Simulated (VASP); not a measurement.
Data:

```xyz
2
Lattice="0.0000 2.2448 2.2448 2.2448 0.0000 2.2448 2.2448 2.2448 0.0000" Properties=species:S:1:pos:R:3 pbc="T T T"
B      0.0000     0.0000     0.0000
P      1.1224     1.1224     1.1224
```

These are LDA (Ceperley-Alder, Perdew-Zunger), VASP's LDA PAW potentials (set 64) (plane waves; VASP 6.6.1) values and carry that method's errors. Numerical set-up: 520 eV cut-off, 14×14×14 Γ-centred mesh, Gaussian smearing of 0.010 eV, potentials B P.

Give the electronic dielectric tensor ε∞ (DFPT, local fields included).

```
9.20  0.00  0.00
0.00  9.20  0.00
0.00  0.00  9.20
```

Give the Born effective charges.

```csv
atom,Z*xx,Z*yy,Z*zz,mean
B1,-0.63,-0.63,-0.63,-0.63
P2,0.63,0.63,0.63,0.63
```

And the static tensor with the ions free?

```
9.36  0.00  0.00
0.00  9.36  0.00
0.00  0.00  9.36
```

Which frequencies do the optical Γ-point modes have (no LO-TO splitting)?

819 (×3) cm⁻¹.

The structure comes from a computed database's BP entry (F-43m); how it stands against other phases isn't given here. It was relaxed first.
